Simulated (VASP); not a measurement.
Wanted: the native input for a VASP 6.6.1 run.

```yaml
Task: relaxation of cell and atoms
Functional: PBE
Potentials_or_basis: VASP PAW PBE potentials, release 64 (Hf_pv, N)
Cutoff: 600 eV
k_mesh: 17 × 17 × 17
Occupations: methfessel-paxton, width 0.1 eV
Spin: no spin polarisation
Further_INCAR_settings: ALGO = Normal; EDIFF = 1e-06; IBRION = 2; EDIFFG = -0.005; NSW = 80; ISIF = 3
```

The structure of HfN lies in POSCAR:

```
HfN
1.0
    0.0000000000      2.2558601000      2.2558601000
    2.2558601000      0.0000000000      2.2558601000
    2.2558601000      2.2558601000      0.0000000000
Hf N
1 1
Direct
    0.0000000000      0.0000000000      0.0000000000
    0.5000000000      0.5000000000      0.5000000000
```

The cell is a database's computed one.

One way to write it, as run:

INCAR

```
PREC = Accurate
ENCUT = 600
EDIFF = 1E-6
ISMEAR = 1
SIGMA = 0.1
LREAL = False
LASPH = True
NELM = 120
ALGO = Normal
ISIF = 3
LWAVE = False
LCHARG = False
GGA = PE
IBRION = 2
NSW = 80
EDIFFG = -0.005
KPAR = 2
```

KPOINTS

```
regular mesh
0
Gamma
  17 17 17
```

Potentials or basis: VASP PAW PBE potentials, release 64 (Hf_pv, N).

Run with:

```sh
$ cat potpaw_PBE.64/Hf_pv/POTCAR potpaw_PBE.64/N/POTCAR > POTCAR
$ mpirun -np 2 vasp_std > vasp.out
```

Results of the run:

```yaml
Relaxed_volume: 11.65 Å³/atom
Relaxed_cell: a = 3.206 Å, b = 3.206 Å, c = 3.206 Å, α = 60.00°, β = 60.00°, γ = 60.00°
Space_group_after_relaxing_to_0.05_Å: Fm-3m (No. 225)
Energy_gained_by_relaxing: 2.2 meV/atom
Ionic_steps: 3
Pressure_after_relaxing: 0.0 GPa
Band_gap_on_the_k_mesh: none (metal or under the smearing width)
```

It took 27 s on 2 MPI ranks on Intel(R) Xeon(R) 6975P-C (Granite Rapids), on a shared host, peak memory 0.2 GiB a rank.
